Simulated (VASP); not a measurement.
Here is the system:

```
CELL_PARAMETERS angstrom
      4.68985     0.00000     0.00000
     -2.34493     4.06153     0.00000
      0.00000     0.00000     3.33645
ATOMIC_POSITIONS crystal
  Ce 0.00000 0.00000 0.00000
  In 0.33333 0.66667 0.50000
  Cu 0.66667 0.33333 0.50000
```

Calculation: PBEsol GGA, VASP's PBE PAW potentials (set 64) (plane waves; VASP). Settings: 400 eV cut-off, Gaussian smearing of 0.050 eV, potentials Ce In_d Cu.

The run has a spin-polarised start.

Give the spin-up energies of bands 10 to 21 at the high-symmetry points, in eV from the Fermi level.

```tsv
band	Γ	M	K	A	L	H
10	-8.02	-6.27	-6.10	-4.98	-5.48	-5.12
11	-3.35	-4.45	-3.81	-3.52	-3.39	-4.18
12	-3.34	-3.25	-3.14	-3.52	-3.13	-3.13
13	-3.34	-3.13	-3.12	-3.44	-3.04	-3.12
14	-2.81	-2.93	-2.88	-3.15	-3.01	-2.97
15	-2.81	-2.82	-2.76	-3.15	-2.53	-2.92
16	-1.40	-2.81	-2.72	-2.27	-1.98	-2.17
17	-1.40	-0.68	-2.68	-0.21	-1.60	-1.40
18	-0.68	-0.52	0.02	-0.21	-1.41	-0.23
19	-0.23	0.06	0.03	-0.03	-0.27	-0.10
20	0.06	0.16	0.06	0.24	0.14	0.17
21	0.06	0.18	0.20	0.29	0.24	0.25
```

Give the spin-down energies of bands 10 to 21 at the high-symmetry points, in eV from the Fermi level.

```
band      Γ      M      K      A      L      H
----  -----  -----  -----  -----  -----  -----
10    -7.97  -6.24  -6.07  -4.96  -5.45  -5.09
11    -3.32  -4.35  -3.71  -3.50  -3.37  -4.13
12    -3.32  -3.20  -3.09  -3.50  -3.12  -3.11
13    -3.28  -3.12  -3.09  -3.34  -3.04  -3.10
14    -2.81  -2.91  -2.87  -3.13  -3.00  -2.96
15    -2.81  -2.81  -2.75  -3.13  -2.51  -2.91
16    -1.32  -2.80  -2.66  -2.25  -1.89  -2.14
17    -1.32  -0.38  -2.61  -0.01  -1.54  -1.33
18    -0.34  -0.36   0.31  -0.01  -1.34  -0.04
19     0.12   0.42   0.38   0.41  -0.05   0.14
20     0.42   0.46   0.41   0.41   0.44   0.41
21     0.42   0.59   0.61   0.41   0.49   0.51
```

It has no gap at this level: it comes out as a metal or semimetal.

The structure comes from a computed database's CeInCu entry (P-6m2); how it stands against other phases isn't given here. It was relaxed first, which changed the volume by -8 %.
